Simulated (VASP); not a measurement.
Method: PBE GGA + U (Dudarev), VASP's PBE PAW potentials (set 64) (plane waves; VASP 6.6.1).

VASP ran on this input.

POSCAR:
```
CuZn
1.0
  2.9500000000   0.0000000000   0.0000000000
  0.0000000000   2.9500000000   0.0000000000
  0.0000000000   0.0000000000   2.9500000000
Zn Cu
1 1
Cart
  1.4750000000   1.4750000000   1.4750000000
  0.0000000000   0.0000000000   0.0000000000
```

INCAR:
```
SYSTEM = CuZn
PREC = Accurate
ENCUT = 400
EDIFF = 1E-6
NELM = 100
ALGO = Normal
LREAL = .FALSE.
LASPH = .TRUE.
ISMEAR = 1
SIGMA = 0.1
GGA = PE
LMAXMIX = 4
LWAVE = .FALSE.
LCHARG = .FALSE.
ISIF = 2
LDAU = .TRUE.
LDAUTYPE = 2
LDAUL = 2 2
LDAUU = 6.0 6.0
LDAUJ = 0 0
LDAUPRINT = 1
LORBIT = 10
```

File KPOINTS:
```
Automatic mesh
0
Gamma
11 11 11
0 0 0
```

POTCAR, in this order: Zn Cu (PBE.64 set). Program: vasp_std.

The run wrote:

**OSZICAR**
```
       N       E                     dE             d eps       ncg     rms          rms(c)
DAV:   1     0.105174295713E+03    0.10517E+03   -0.10243E+04  1736   0.218E+03
DAV:   2     0.754962072348E+00   -0.10442E+03   -0.10177E+03  1701   0.303E+02
DAV:   3    -0.279709822224E+01   -0.35521E+01   -0.35480E+01  2072   0.759E+01
DAV:   4    -0.281873861279E+01   -0.21640E-01   -0.21639E-01  1981   0.534E+00
DAV:   5    -0.281899946286E+01   -0.26085E-03   -0.26085E-03  2145   0.591E-01    0.594E+00
DAV:   6    -0.259187211505E+01    0.22713E+00   -0.36376E+00  1694   0.491E+01    0.275E+00
DAV:   7    -0.247278160741E+01    0.11909E+00   -0.69249E-01  1722   0.260E+01    0.212E+00
DAV:   8    -0.246417163676E+01    0.86100E-02   -0.24577E-02  2527   0.285E+00    0.701E-01
DAV:   9    -0.246243841659E+01    0.17332E-02   -0.29045E-03  1988   0.118E+00    0.409E-02
DAV:  10    -0.246245325606E+01   -0.14839E-04   -0.16818E-04  2526   0.193E-01    0.404E-02
DAV:  11    -0.246245015855E+01    0.30975E-05   -0.85226E-06  2052   0.692E-02    0.784E-03
DAV:  12    -0.246244965114E+01    0.50740E-06   -0.32813E-07  1022   0.182E-02
   1 F= -.24624497E+01 E0= -.24624331E+01  d E =-.495044E-04
```

**OUTCAR**
```
------------------------ aborting loop because EDIFF is reached ----------------------------------------
  FORCE on cell =-STRESS in cart. coord.  units (eV):
  Direction    XX          YY          ZZ          XY          YZ          ZX
  --------------------------------------------------------------------------------------
  Total       -0.3396105     -0.3396105     -0.3396105      0.0000000      0.0000000      0.0000000
  in kB      -21.1946183    -21.1946183    -21.1946183      0.0000000      0.0000000      0.0000000
  external PRESSURE =     -21.1946183 kB  Pullay stress =       0.0000000 kB
  volume of cell :       25.67
      direct lattice vectors                 reciprocal lattice vectors
     2.950000000  0.000000000  0.000000000     0.338983051  0.000000000  0.000000000
     0.000000000  2.950000000  0.000000000     0.000000000  0.338983051  0.000000000
     0.000000000  0.000000000  2.950000000     0.000000000  0.000000000  0.338983051
 POSITION                                       TOTAL-FORCE (eV/Angst)
 -----------------------------------------------------------------------------------
      1.47500      1.47500      1.47500         0.000000      0.000000      0.000000
      0.00000      0.00000      0.00000         0.000000      0.000000      0.000000
 -----------------------------------------------------------------------------------
    total drift:                               -0.000000      0.000000      0.000000
  FREE ENERGIE OF THE ION-ELECTRON SYSTEM (eV)
  ---------------------------------------------------
  free  energy   TOTEN  =        -2.4624496511 eV

  energy  without entropy=       -2.4624001468  energy(sigma->0) =       -2.46243315

 total charge

# of ion       s       p       d       tot
------------------------------------------
    1        0.575   0.482   9.833  10.891
    2        0.412   0.347   9.366  10.125
--------------------------------------------------
tot          0.986   0.830  19.199  21.015
```
(Selected blocks of OUTCAR.)

The compound is CuZn in the CsCl type structure. The cell was not relaxed at this level. The run is one of a series of settings (LDAU = .TRUE., LDAUJ = 0 0, LDAUL = 2 2, LDAUTYPE = 2, LDAUU = 6.0 6.0 against the base run), some of them coarse on purpose. The electron count is odd and the run is not spin-polarised, which forces a metal.
